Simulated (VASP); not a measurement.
Here is the system:

```xyz
2
Lattice="3.3133 0.0000 0.0000 -1.6566 2.8694 0.0000 0.0000 0.0000 3.2336" Properties=species:S:1:pos:R:3 pbc="T T T"
Nb     0.0000     0.0000     0.0000
P      1.6566     0.9565     1.6168
```

These are PBE GGA, VASP's PBE PAW potentials (set 64) (plane waves; VASP 6.6.1) values and carry that method's errors. Numerical set-up: 400 eV cut-off, 7×7×6 Monkhorst-Pack mesh, Gaussian smearing of 0.050 eV, potentials Nb_sv P.

Task: Give the stress tensor in GPa (positive for a compressed cell).

Result: 
```
 6.29   0.00   0.00
 0.00   6.29   0.00
 0.00   0.00  15.09
```
The pressure is its mean diagonal, 9.22 GPa.

The structure was generated: NbP was put into the WC type (P-6m2), which need not be its known phase. The cell was not relaxed at this level. The k-mesh is coarse (spacing up to 0.32 per Å, 2π included), so the numbers may not be converged in it. The run is one of a series of settings (KPOINTS 7×7×6 Monkhorst-Pack mesh against the base run), some of them coarse on purpose.
